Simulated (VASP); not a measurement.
# LaPb2 under changes of volume

One of the cells (32.742 Å³/atom); the others are scaled copies at fixed shape and fractional positions:

```
Pb La
1.0
    -2.08003    2.08003    5.67579
     2.08003   -2.08003    5.67579
     2.08003    2.08003   -5.67579
Pb La
2 1
Direct
  0.68639 0.68639 0.00000
  0.31361 0.31361 0.00000
  0.00000 0.00000 0.00000
```

The cell comes from a database or a generator and needn't be the stable form of this composition.

* Program: VASP 6.6.1
* Functional: PBE
* Potentials or basis: VASP PAW PBE potentials, release 64 (Pb_d, La)
* Cutoff: 520 eV
* k mesh: 9 × 9 × 9
* Occupations: fermi-dirac, width 0.05 eV
* Spin: no spin polarisation

| volume (Å³/atom) | energy over the lowest point (meV/atom) | pressure (GPa) | largest force (eV/Å) |
| --- | --- | --- | --- |
| 30.174 | 17.25 | 3.2 | 0.202 |
| 30.816 | 6.60 | 2.0 | 0.157 |
| 31.458 | ? | ? | ? |
| 32.742 | 0.00 | -0.8 | 0.046 |
| 33.384 | 4.79 | -1.6 | 0.016 |
| 34.026 | 12.46 | -2.3 | 0.012 |

Problem. What does the run at 31.458 Å³/atom give?

Solution. Energy over the lowest point 0.49 meV/atom; pressure 1.0 GPa; largest force 0.117 eV/Å.

Worked out: A Birch-Murnaghan fit of order 3 (a polynomial in V^(-2/3)) to the other rows has its minimum at 32.13 Å³/atom with B0 = V·E''(V) = 45 GPa and B' = 4.7 at fixed shape and positions, which overstates the stiffness. It gives 0.49 meV/atom at 31.458 Å³/atom, against the run's 0.49, and -dE/dV = 1.0 GPa, against 1.0.

Energies are extrapolated to zero smearing.
